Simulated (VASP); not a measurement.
Data:

```yaml
crystal:
  lattice:
    - [1.59397, -2.76084, 0.00000]
    - [1.59397, 2.76084, 0.00000]
    - [0.00000, 0.00000, 5.19231]
  atoms:
    - { symbol: Ga, position: [0.66667, 0.33333, 0.50012] }
    - { symbol: Ga, position: [0.33333, 0.66667, 0.00012] }
    - { symbol: N, position: [0.66667, 0.33333, 0.87688] }
    - { symbol: N, position: [0.33333, 0.66667, 0.37688] }
```

All values below come from vdW-DF-cx, VASP's PBE PAW potentials (set 64) (plane waves; VASP). Numerical set-up: 520 eV cut-off, Gaussian smearing of 0.050 eV, potentials Ga_d N.

Q: Give the energies of bands 13 to 21 at the high-symmetry points, in eV from the valence-band maximum.

A: 
```
band      Γ      M      K      A      L      H
----  -----  -----  -----  -----  -----  -----
13    -7.08  -6.48  -5.36  -3.85  -6.62  -6.18
14    -1.03  -5.31  -5.36  -3.85  -6.62  -6.18
15    -1.03  -4.22  -5.31  -0.53  -1.95  -4.22
16    -0.04  -2.75  -2.99  -0.53  -1.95  -4.22
17     0.00  -2.21  -2.99  -0.53  -1.90  -1.48
18     0.00  -1.00  -2.74  -0.53  -1.90  -1.48
19     1.90   5.00   5.08   4.22   4.35   6.36
20     4.22   5.52   7.77   4.22   4.35   6.36
21     9.15   5.99   7.77   8.41   7.71   7.26
```

The gap is direct, 1.90 eV, from the valence maximum at Γ to the conduction minimum at Γ.

Measured: gap 3.68 eV (computed value off by -1.78 eV), as given by Wei Chen et al., Physical Review Materials (2018), doi:10.1103/physrevmaterials.2.073803 [zero-point renormalisation of 0.17 eV added back (the table's ZPR column)].

The compound is GaN in the wurtzite structure. It was relaxed first.
